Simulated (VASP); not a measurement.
Given:

```
CELL_PARAMETERS angstrom
      7.89216     0.00000     0.00000
      0.00000     7.89216     0.00000
      0.00000     0.00000    11.83823
ATOMIC_POSITIONS crystal
  Sr 0.99305 0.99615 0.00340
  Sr 0.01484 0.01269 0.34833
  Sr 0.01422 0.01532 0.66090
  Sr 0.99365 0.50781 0.00244
  Sr 0.01452 0.48718 0.34773
  Sr 0.01511 0.48671 0.66093
  Sr 0.50609 0.99587 0.00339
  Sr 0.48587 0.01247 0.34802
  Sr 0.48238 0.01451 0.66157
  Sr 0.50519 0.50765 0.00249
  Sr 0.48619 0.48699 0.34729
  Sr 0.48145 0.48695 0.66149
  Ti 0.25395 0.25400 0.16921
  Ti 0.24425 0.25902 0.84098
  Ti 0.25437 0.75262 0.17766
  Ti 0.24913 0.74992 0.51139
  Ti 0.24253 0.76088 0.84201
  Ti 0.75354 0.25534 0.17872
  Ti 0.74918 0.24967 0.51089
  Ti 0.74441 0.26511 0.83869
  Ti 0.75443 0.75340 0.18589
  Ti 0.74809 0.74977 0.51637
  Ti 0.74299 0.76509 0.84204
  O  0.24668 0.99653 0.14909
  O  0.99581 0.24742 0.15420
  O  0.25029 0.25106 0.99879
  O  0.24955 0.98902 0.50390
  O  0.98929 0.24955 0.49901
  O  0.25295 0.24475 0.31844
  O  0.25479 0.99640 0.83583
  O  0.99874 0.24216 0.84514
  O  0.24622 0.25453 0.68185
  O  0.24640 0.50105 0.15557
  O  0.99661 0.74786 0.15506
  O  0.25013 0.74676 0.99715
  O  0.25133 0.51239 0.49802
  O  0.99766 0.75129 0.48909
  O  0.24981 0.75688 0.32926
  O  0.25428 0.49698 0.83856
  O  0.00268 0.73850 0.82046
  O  0.25151 0.74458 0.66817
  O  0.74522 0.99710 0.15617
  O  0.50197 0.24761 0.15087
  O  0.75053 0.24744 0.99560
  O  0.75342 0.99894 0.49034
  O  0.51099 0.25037 0.50174
  O  0.74716 0.25056 0.32974
  O  0.75458 0.99732 0.82691
  O  0.50240 0.24210 0.84171
  O  0.75250 0.24760 0.66795
  O  0.74540 0.49927 0.15550
  O  0.49954 0.74774 0.15492
  O  0.75072 0.74819 0.99658
  O  0.75223 0.50061 0.49117
  O  0.50260 0.75441 0.48858
  O  0.75051 0.74814 0.33308
  O  0.75468 0.49566 0.82672
  O  0.50144 0.73821 0.82087
  O  0.74980 0.74973 0.66600
```
Cell charge +2.

The numbers are results of PBE GGA, VASP's PBE PAW potentials (set 64) (plane waves; VASP), not measurements. Settings: PREC = Normal, LREAL = Auto, ISYM = 0, NELECT = 378.0, EDIFF = 1E-5, 400 eV cut-off, 1×1×1 Γ-centred mesh, Gaussian smearing of 0.050 eV, potentials Sr_sv Ti O. Starting moments (MAGMOM): 59*0.0339. The cell's moment is fixed (NUPDOWN = 2).

The cell is charged, with a uniform compensating background. The supercell is sampled at Γ alone, which is coarse: total energies, pressure and levels can be off, energies of defects by several tenths of an eV.

The ions are relaxed. Give the cell that the relaxation ends in.

```
CELL_PARAMETERS angstrom
      7.89216     0.00000     0.00000
      0.00000     7.89216     0.00000
      0.00000     0.00000    11.83823
ATOMIC_POSITIONS crystal
  Sr 0.99320 0.00305 0.00906
  Sr 0.02968 0.01525 0.34761
  Sr 0.01288 0.01096 0.66176
  Sr 0.99337 0.50799 0.00573
  Sr 0.02739 0.49359 0.34642
  Sr 0.01365 0.49603 0.66419
  Sr 0.49659 0.99675 0.00274
  Sr 0.49536 0.00682 0.34507
  Sr 0.48951 0.00668 0.66853
  Sr 0.50027 0.51283 0.00174
  Sr 0.49711 0.50394 0.34445
  Sr 0.49305 0.49788 0.66832
  Ti 0.26247 0.25854 0.17298
  Ti 0.24404 0.25858 0.84458
  Ti 0.25818 0.75708 0.17628
  Ti 0.25351 0.75126 0.51185
  Ti 0.24082 0.75755 0.84250
  Ti 0.75120 0.25873 0.17916
  Ti 0.75266 0.25541 0.50255
  Ti 0.74431 0.25711 0.84189
  Ti 0.75760 0.75856 0.18035
  Ti 0.76104 0.75432 0.51002
  Ti 0.74587 0.76093 0.84003
  O  0.23117 0.99632 0.16156
  O  0.98708 0.23936 0.18024
  O  0.21016 0.24575 0.99766
  O  0.26587 0.98876 0.50328
  O  0.98082 0.25031 0.49452
  O  0.27337 0.25000 0.32430
  O  0.27196 0.99589 0.83448
  O  0.00652 0.24594 0.80675
  O  0.23310 0.24829 0.67579
  O  0.22735 0.49843 0.16037
  O  0.99382 0.74334 0.15641
  O  0.25519 0.74811 0.99724
  O  0.26746 0.51127 0.50354
  O  0.00352 0.74949 0.48553
  O  0.25176 0.74821 0.33020
  O  0.27794 0.49698 0.83593
  O  0.00651 0.73080 0.82874
  O  0.24335 0.74877 0.66815
  O  0.73073 0.99790 0.15916
  O  0.49388 0.24415 0.13651
  O  0.77475 0.24768 0.99413
  O  0.73574 0.99763 0.48764
  O  0.48953 0.24967 0.52693
  O  0.70553 0.25255 0.33159
  O  0.77364 0.99825 0.82325
  O  0.50466 0.24016 0.83552
  O  0.72708 0.24477 0.65953
  O  0.73453 0.49617 0.15661
  O  0.49509 0.73994 0.15807
  O  0.74646 0.74885 0.99371
  O  0.73484 0.50241 0.49160
  O  0.50387 0.75019 0.49345
  O  0.74833 0.74370 0.33029
  O  0.76552 0.49383 0.82232
  O  0.50974 0.74052 0.81958
  O  0.76520 0.74956 0.66146
```
Cell charge +2. The cell ends with 2.00 μB, on the first 30 sites 0.00 0.00 0.00 0.00 0.00 0.00 0.00 0.00 0.00 0.00 0.00 0.00 0.04 -0.07 0.04 0.06 -0.04 0.04 -0.02 -0.04 0.04 0.02 -0.03 -0.11 -0.13 0.03 0.13 -0.04 0.03 0.12 μB.

How much energy does the relaxation gain?

The energy (σ→0) changes by -14.3 meV/atom, in 115 ionic steps.

The cell is a supercell with a defect, built from SrTiO3 (cubic perovskite, the ideal cubic form; the compound distorts at low or room temperature): vac_Ti, charge +2.
